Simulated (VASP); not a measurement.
Input:

```yaml
crystal:
  lattice:
    - [1.80806, -3.13166, 0.00000]
    - [1.80806, 3.13166, 0.00000]
    - [0.00000, 0.00000, 5.59231]
  atoms:
    - { symbol: Er, position: [0.33333, 0.66667, 0.25000] }
    - { symbol: Er, position: [0.66667, 0.33333, 0.75000] }
```

Calculation: r2SCAN meta-GGA, VASP's PBE PAW potentials (set 64) (plane waves; VASP). Numerical set-up: 520 eV cut-off, 12×12×7 Γ-centred mesh, first-order Methfessel-Paxton smearing of 0.10 eV, potentials Er_3.

The 4f electrons are frozen in the core of the lanthanide potential, so 4f levels, which can set the real gap, and their magnetism are missing.

Give the stress tensor in GPa (positive for a compressed cell).

```
-1.04   0.00   0.00
 0.00  -1.04   0.00
 0.00   0.00  -1.10
```
The pressure is its mean diagonal, -1.06 GPa.

The compound is Er in the hcp structure. This cell is one point of a volume scan, at 1.03 of the reference volume.
